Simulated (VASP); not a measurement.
Input for VASP

File POSCAR:
```
BAs
1
    0.0000000000     2.2060770000     2.2060770000
    2.2060770000     0.0000000000     2.2060770000
    2.2060770000     2.2060770000     0.0000000000
As B
1 1
Direct
  0.0000000000   0.0000000000   0.0000000000
  0.5000000000   0.5000000000   0.5000000000
```

KPOINTS:
```
Automatic
0
Gamma
  8 8 8
0 0 0
```

**INCAR**
```
! general
SYSTEM     = BAs
PREC       = Accurate
ENCUT      = 520   ! plane-wave cut-off (eV)
LREAL      = .False.
LASPH      = .True.

! electronic loop
EDIFF      = 1E-6
NELM       = 100
ALGO       = Normal   ! blocked Davidson
LMAXMIX    = 4

! smearing
ISMEAR     = 0
SIGMA      = 0.05   ! width (eV)

! functional
GGA        = PE   ! PBE
GGA_COMPAT = .False.

! spin
MAGMOM     = 0 0 0 0 0 0
LSORBIT    = .True.

! ions
ISIF       = 2   ! forces and stress, cell fixed

! output
LWAVE      = .False.
LCHARG     = .False.
```

POTCAR, in this order: As B (PBE.64 set). Program: vasp_ncl.

**Question.** Write an equivalent input for Quantum ESPRESSO's pw.x.

**Answer.** One equivalent input (not run):
```
&CONTROL
  calculation = 'scf'
  pseudo_dir = './pseudo'
  outdir = './out'
  tprnfor = .true.
  tstress = .true.
/
&SYSTEM
  ibrav = 0
  nat = 2
  ntyp = 2
  ecutwfc = 84
  occupations = 'smearing'
  smearing = 'gaussian'
  degauss = 0.003675
  input_dft = 'pbe'
  noncolin = .true.
  lspinorb = .true.
/
&ELECTRONS
  conv_thr = 7.3e-08
  electron_maxstep = 100
/
ATOMIC_SPECIES
  As 74.922 As.upf
  B 10.810 B.upf
CELL_PARAMETERS angstrom
     0.0000000    2.2060770    2.2060770
     2.2060770    0.0000000    2.2060770
     2.2060770    2.2060770    0.0000000
ATOMIC_POSITIONS crystal
  As   0.0000000  0.0000000  0.0000000
  B    0.5000000  0.5000000  0.5000000
K_POINTS automatic
  8 8 8 0 0 0
```
Limits of the translation: the potentials are each code's own (VASP's PAW set, PseudoDojo norm-conserving files, fully relativistic, in pw.x), so ENCUT and ecutwfc are chosen apart and not converted; conv_thr bounds pw.x's estimated SCF error, while EDIFF bounds the energy change between steps.

The structure was generated: BAs was put into the rocksalt type (Fm-3m), which need not be its known phase. The cell was not relaxed at this level. The k-mesh is coarse (spacing up to 0.31 per Å, 2π included), so the numbers may not be converged in it.
